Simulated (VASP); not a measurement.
Set up this calculation in VASP 6.6.1, as the native input.

```yaml
Task: relaxation of cell and atoms
Functional: PBEsol
Potentials_or_basis: VASP PAW PBE potentials, release 64 (Ag, B)
Cutoff: 600 eV
k_mesh: 10 × 10 × 8
Occupations: fermi-dirac, width 0.05 eV
Spin: no spin polarisation
Further_INCAR_settings: ALGO = Normal; EDIFF = 1e-06; IBRION = 2; EDIFFG = -0.02; NSW = 40; ISIF = 3
```

The structure of AgB2 lies in POSCAR:

```
AgB2
1.0
    3.0000000000      0.0000000000      0.0000000000
   -1.5000000000      2.5980762114      0.0000000000
    0.0000000000      0.0000000000      3.2400000000
Ag B
1 2
Direct
    0.0000000000      0.0000000000      0.0000000000
    0.6666666667      0.3333333333      0.5000000000
    0.3333333333      0.6666666667      0.5000000000
```

One way to write it, as run:

INCAR

```
SYSTEM = AgB2
ALGO = Normal
EDIFF = 1E-6
EDIFFG = -0.02
ENCUT = 600
GGA = PS
IBRION = 2
ISIF = 3
ISMEAR = -1
LASPH = .True.
LCHARG = .False.
LREAL = .False.
LWAVE = .False.
NELM = 80
NSW = 40
PREC = Accurate
SIGMA = 0.05
```

KPOINTS

```
k-points
0
Gamma
  10 10 8
  0 0 0
```

Potentials or basis: VASP PAW PBE potentials, release 64 (Ag, B).

The run is started by

```bash
$ cat potpaw_PBE.64/Ag/POTCAR potpaw_PBE.64/B/POTCAR > POTCAR
$ mpirun -np 1 vasp_std > vasp.out
```

It gave:

| Property | Result |
| --- | --- |
| Relaxed volume | 10.32 Å³/atom |
| Relaxed cell | a = 3.003 Å, b = 3.003 Å, c = 3.966 Å, α = 90.00°, β = 90.00°, γ = 120.00° |
| Space group after relaxing (to 0.05 Å) | P6/mmm (No. 191) |
| Energy gained by relaxing | 336.8 meV/atom |
| Ionic steps | 9 |
| Pressure after relaxing | 0.0 GPa |
| Band gap on the k mesh | none (metal or under the smearing width) |

Caveat: the volume moved by over 15 % at a fixed basis, so the end points are rough; the PAW data sets were made with another functional, which shifts forces and pressure a little.

It took 96 s on 1 thread of Intel(R) Xeon(R) Platinum 8559C (Emerald Rapids) (shared host), peak memory 0.16 GiB.
